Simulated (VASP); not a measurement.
Runs of VASP 6.6.1 on C3H4. The cell holds a molecule in a box, 7 atoms: a = 14.193 Å, b = 14.693 Å, c = 15.193 Å, α = 90.00°, β = 90.00°, γ = 90.00°. 

```csv
level,cutoff (eV),grid for exact exchange (PRECFOCK),screening parameter,gap on the mesh (eV),largest force (eV/Å)
PBE+D4,400,-,-,(c),0.02
optB86b-vdW,400,-,-,5.68,0.12
rev-vdW-DF2,400,-,-,5.74,0.20
PBE+D3(BJ),520,-,-,(a),0.05
HSE06+D3(BJ),400,Fast,0.2 1/A,(b),0.95
```

Alike in all rows: task single point; potentials or basis VASP PAW PBE potentials, release 64 (C, H); no spin polarisation; cell as given; k mesh 1 × 1 × 1; smearing gaussian 0.01 eV.

**Question.** Estimate the missing entries.

**Answer.** (a) 5.94; (b) 6.92; (c) 5.93.

Caveats: the standard files for N, O and F lose accuracy on very short bonds; the PAW data sets were made with another functional, which shifts forces and pressure a little (some runs).

